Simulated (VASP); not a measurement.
Level of theory: PBEsol GGA, VASP's PBE PAW potentials (set 64) (plane waves; VASP).

A VASP calculation is set up with these files.

**KPOINTS**
```
Automatic mesh
0
Gamma
9 9 9
0 0 0
```

INCAR:
```
SYSTEM  =  ZnS
NELM  =  100
EDIFFG  =  -0.02   ! ionic stop
ENCUT  =  500   ! plane-wave cut-off (eV)
LASPH  =  T   ! aspherical one-centre terms
IBRION  =  2   ! conjugate gradients
ISMEAR  =  0   ! Gaussian
GGA  =  PS   ! PBEsol
LCHARG  =  F
PREC  =  Accurate
PSTRESS  =  50
EDIFF  =  1E-6   ! SCF stop (eV)
LMAXMIX  =  4   ! l cut-off of mixed one-centre charges
LREAL  =  F   ! projection in real space or not
ALGO  =  Normal   ! blocked Davidson
ISIF  =  3
SIGMA  =  0.05   ! width (eV)
LWAVE  =  F
NSW  =  40   ! most ionic steps
```

### POSCAR
```
ZnS
1
    0.0000000000     2.6816922500     2.6816922500
    2.6816922500     0.0000000000     2.6816922500
    2.6816922500     2.6816922500     0.0000000000
Zn S
1 1
Direct
  0.0000000000   0.0000000000   0.0000000000
  0.2500000000   0.2500000000   0.2500000000
```

POTCAR, in this order: Zn S (PBE.64 set). Program: vasp_std.

Energy and stress use the plane-wave basis of the starting cell.

Task: Predict the energy per atom (σ→0), volume per atom, band gap (on the k-mesh).

Result: 
```json
{
  "energy per atom (σ→0)": "-3779 meV/atom",
  "band gap (on the k-mesh)": "2.33 eV",
  "volume_per_atom": "18.21 Å³/atom"
}
```

### OSZICAR
```
...
DAV:   3    -0.756327821426E+01    0.20549E-01   -0.23362E-02   940   0.139E+00    0.597E-01
DAV:   4    -0.755823872866E+01    0.50395E-02   -0.25180E-03  1061   0.673E-01    0.228E-01
DAV:   5    -0.755761087955E+01    0.62785E-03   -0.71310E-04  1445   0.598E-01    0.519E-02
DAV:   6    -0.755761294248E+01   -0.20629E-05   -0.28112E-04   950   0.248E-01    0.260E-02
DAV:   7    -0.755761615842E+01   -0.32159E-05   -0.21853E-05  1140   0.143E-01    0.111E-02
DAV:   8    -0.755761499089E+01    0.11675E-05   -0.67815E-06   880   0.711E-02    0.134E-03
DAV:   9    -0.755761498685E+01    0.40322E-08   -0.28753E-07   455   0.640E-03
   3 F= -.64211400E+01 E0= -.64211400E+01  d E =-.360842E-01
```

The structure was generated: ZnS was put into the zinc blende type (F-43m), which need not be its known phase. This run relaxes it under an external pressure of 5 GPa. Symmetry was kept, so distortions that lower it aren't found.
